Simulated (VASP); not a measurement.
These are PBEsol GGA, VASP's PBE PAW potentials (set 64) (plane waves; VASP) values and carry that method's errors.

The input files of a VASP run:

### POSCAR
```
BP
1
    0.0000000000     2.2207340112     2.2207340112
    2.2207340112     0.0000000000     2.2207340112
    2.2207340112     2.2207340112     0.0000000000
B P
1 1
Direct
  0.0000000000   0.0000000000   0.0000000000
  0.2500000000   0.2500000000   0.2500000000
```

### INCAR
```
SYSTEM = BP
PREC = Accurate; ENCUT = 620; LREAL = .FALSE.
LASPH = .TRUE.
EDIFF = 1E-6; NELM = 100; ALGO = Normal
ISMEAR = 0; SIGMA = 0.05
GGA = PS
IBRION = 2; NSW = 40; ISIF = 3
EDIFFG = -0.02; PSTRESS = 200
LWAVE = .FALSE.; LCHARG = .FALSE.
```

KPOINTS:
```
Automatic mesh
0
Gamma
10 10 10
0 0 0
```

POTCAR, in this order: B P (PBE.64 set). Program: vasp_std.

Output

File OSZICAR:
```
       N       E                     dE             d eps       ncg     rms          rms(c)
DAV:   1     0.134813792102E+02    0.13481E+02   -0.45232E+03   752   0.104E+03
DAV:   2    -0.141877027202E+02   -0.27669E+02   -0.26835E+02  1168   0.122E+02
DAV:   3    -0.144907544893E+02   -0.30305E+00   -0.30305E+00   904   0.171E+01
DAV:   4    -0.144913806079E+02   -0.62612E-03   -0.62612E-03  1192   0.806E-01
DAV:   5    -0.144913808804E+02   -0.27255E-06   -0.27255E-06   928   0.135E-02    0.771E+00
DAV:   6    -0.137700432809E+02    0.72134E+00   -0.17549E+00   840   0.738E+00    0.415E+00
DAV:   7    -0.136492940839E+02    0.12075E+00   -0.34572E-01  1128   0.355E+00    0.127E+00
DAV:   8    -0.136391541696E+02    0.10140E-01   -0.29486E-02   840   0.119E+00    0.210E-01
DAV:   9    -0.136392694832E+02   -0.11531E-03   -0.47129E-04  1040   0.208E-01    0.119E-01
DAV:  10    -0.136393200945E+02   -0.50611E-04   -0.11472E-04   840   0.804E-02    0.202E-02
DAV:  11    -0.136393241800E+02   -0.40855E-05   -0.42104E-06  1072   0.187E-02    0.272E-02
DAV:  12    -0.136393244701E+02   -0.29006E-06   -0.12968E-06   440   0.714E-03
   1 F= -.10905069E+02 E0= -.10905069E+02  d E =-.109051E+02
       N       E                     dE             d eps       ncg     rms          rms(c)
DAV:   1    -0.134477431219E+02    0.19158E+00   -0.29984E+00   832   0.146E+01    0.232E+00
DAV:   2    -0.133796885079E+02    0.68055E-01   -0.11810E-01  1016   0.236E+00    0.123E+00
DAV:   3    -0.133590804429E+02    0.20608E-01   -0.47219E-02   824   0.127E+00    0.410E-01
DAV:   4    -0.133582666748E+02    0.81377E-03   -0.93096E-04  1008   0.256E-01    0.303E-01
DAV:   5    -0.133579779196E+02    0.28876E-03   -0.47413E-04   872   0.154E-01    0.108E-01
DAV:   6    -0.133579770299E+02    0.88972E-06   -0.14103E-05   864   0.307E-02    0.234E-02
DAV:   7    -0.133579776816E+02   -0.65167E-06   -0.11758E-06   664   0.772E-03
   2 F= -.10885965E+02 E0= -.10885965E+02  d E =0.191039E-01
       N       E                     dE             d eps       ncg     rms          rms(c)
DAV:   1    -0.135792851305E+02   -0.22131E+00   -0.89145E-01   808   0.770E+00    0.122E+00
DAV:   2    -0.135581716678E+02    0.21113E-01   -0.39765E-02  1008   0.134E+00    0.665E-01
DAV:   3    -0.135520483385E+02    0.61233E-02   -0.13930E-02   824   0.683E-01    0.164E-01
DAV:   4    -0.135517207411E+02    0.32760E-03   -0.37709E-04   976   0.154E-01    0.128E-01
DAV:   5    -0.135516338069E+02    0.86934E-04   -0.11673E-04   912   0.765E-02    0.574E-02
DAV:   6    -0.135516308615E+02    0.29454E-05   -0.32084E-06   856   0.148E-02    0.929E-03
DAV:   7    -0.135516304705E+02    0.39105E-06   -0.35577E-07   416   0.397E-03
   3 F= -.10936223E+02 E0= -.10936223E+02  d E =-.311536E-01
```

OUTCAR:
```
------------------------ aborting loop because EDIFF is reached ----------------------------------------
  FORCE on cell =-STRESS in cart. coord.  units (eV):
  Direction    XX          YY          ZZ          XY          YZ          ZX
  --------------------------------------------------------------------------------------
  Total        2.5984086      2.5984086      2.5984086      0.0000000      0.0000000      0.0000000
  in kB      198.7000898    198.7000898    198.7000898      0.0000000      0.0000000      0.0000000
  external PRESSURE =      -1.2999102 kB  Pullay stress =     200.0000000 kB
  volume of cell :       20.95
      direct lattice vectors                 reciprocal lattice vectors
    -0.000000000  2.188080624  2.188080624    -0.228510775  0.228510775  0.228510775
     2.188080624 -0.000000000  2.188080624     0.228510775 -0.228510775  0.228510775
     2.188080624  2.188080624  0.000000000     0.228510775  0.228510775 -0.228510775
  FREE ENERGIE OF THE ION-ELECTRON SYSTEM (eV)
  ---------------------------------------------------
  free  energy   TOTEN  =       -13.5516304705 eV

  energy  without entropy=      -13.5516304705  energy(sigma->0) =      -13.55163047
  enthalpy is  TOTEN    =       -10.9362229398 eV   P V=        2.6154075307

 reached required accuracy - stopping structural energy minimisation
```
(Selected blocks of OUTCAR.)

**CONTCAR**
```
BP
   1.00000000000000
    -0.0000000000000000    2.1880806237685717    2.1880806237685717
     2.1880806237685717   -0.0000000000000000    2.1880806237685717
     2.1880806237685717    2.1880806237685717    0.0000000000000000
  B               P
     1     1
Direct
     0.0000000000000000    0.0000000000000000    0.0000000000000000
     0.2500000000000000    0.2500000000000000    0.2500000000000000
```

Energy and stress use the plane-wave basis of the starting cell.

The compound is BP in the zinc blende structure. This run relaxes it under an external pressure of 20 GPa. Symmetry was kept, so distortions that lower it aren't found.
